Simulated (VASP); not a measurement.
BeCl$_{2}$ (space group Ibam): computed properties

Level of theory: PBEsol GGA, VASP's PBE PAW potentials (set 64) (plane waves; VASP).

```json
{
 "space_group": "Ibam (72)",
 "cell": "a = 5.6481 Å, b = 10.4844 Å, c = 5.1904 Å, α = β = γ = 90.00°",
 "volume_per_atom": "25.61 Å³/atom",
 "band gap (over mesh and band path)": "6.31 eV",
 "smallest direct gap (over mesh and band path)": "6.49 eV",
 "band_edge_character": "indirect, Σ0-Γ at 0.14 to Γ",
 "density": "1.73 g/cm³",
 "mean ε∞ (DFPT)": "2.38",
 "mean ε∞ (independent particles)": "2.77",
 "mean static ε": "3.13",
 "optical Γ-point spectrum": "30, 128, 157, 157, 166, 167, 274, 276, 328, 434, 436, 498, 601, 604, 695 cm⁻¹"
}
```

```cif
data_Be2Cl4
_chemical_formula_sum 'Be2 Cl4'
_space_group_name_H-M_alt 'P 1'
_space_group_IT_number 1
_cell_length_a 6.49545
_cell_length_b 6.49545
_cell_length_c 6.49545
_cell_angle_alpha 128.458
_cell_angle_beta 72.382
_cell_angle_gamma 132.901
loop_
_space_group_symop_operation_xyz
  'x, y, z'
loop_
_atom_site_label
_atom_site_type_symbol
_atom_site_fract_x
_atom_site_fract_y
_atom_site_fract_z
_atom_site_occupancy
Be1 Be 0.25000 0.25000 0.00000 1
Be2 Be 0.75000 0.75000 0.00000 1
Cl1 Cl 0.60438 0.30521 0.90959 1
Cl2 Cl 0.39562 0.69479 0.09041 1
Cl3 Cl 0.89562 0.80521 0.70083 1
Cl4 Cl 0.10438 0.19479 0.29917 1
```

Without a dispersion term in the relaxation, distances and binding between the weakly bound layers, chains or molecules are unreliable, and so is what depends on them.

The structure comes from a computed database's BeCl2 entry (Ibam), a phase known from measurement. It was relaxed first, which changed the volume by +10 %. Symmetry was kept, so distortions that lower it aren't found.
